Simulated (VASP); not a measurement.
Crystal: TcSe2.

```
CELL_PARAMETERS angstrom
1.92842 1.11337 5.83034
-1.92842 1.11337 5.83034
0.00000 -2.22675 5.83034
ATOMIC_POSITIONS crystal
Tc 0.00000 0.00000 0.00000
Se 0.25200 0.25200 0.25200
Se 0.74800 0.74800 0.74800
```

The cell was built by a generator and needn't be a form met in nature.

Base run:

| Item | Value |
| --- | --- |
| Program | VASP 6.6.1 |
| Functional | r2SCAN |
| Potentials or basis | VASP PAW PBE potentials, release 64 (Tc_pv, Se) |
| Cutoff | 520 eV |
| k mesh | 6 × 6 × 6 |
| Occupations | gaussian, width 0.05 eV |
| Spin | collinear spin, ferromagnetic start |
| Starting moments | [0.5, 0.0, 0.0] μB |
| Hubbard terms | Tc d U = 2 eV |

Its results: pressure -4.1 GPa; largest force 0.444 eV/Å.

The run is repeated on the same cell with these changes: fixed moment from none to 0 μB. What comes out?

Pressure -12.3 GPa; largest force 1.124 eV/Å.

Caveats: the PAW data sets were made with another functional, which shifts forces and pressure a little; the total moment is fixed, so each spin has its own Fermi level (some runs).
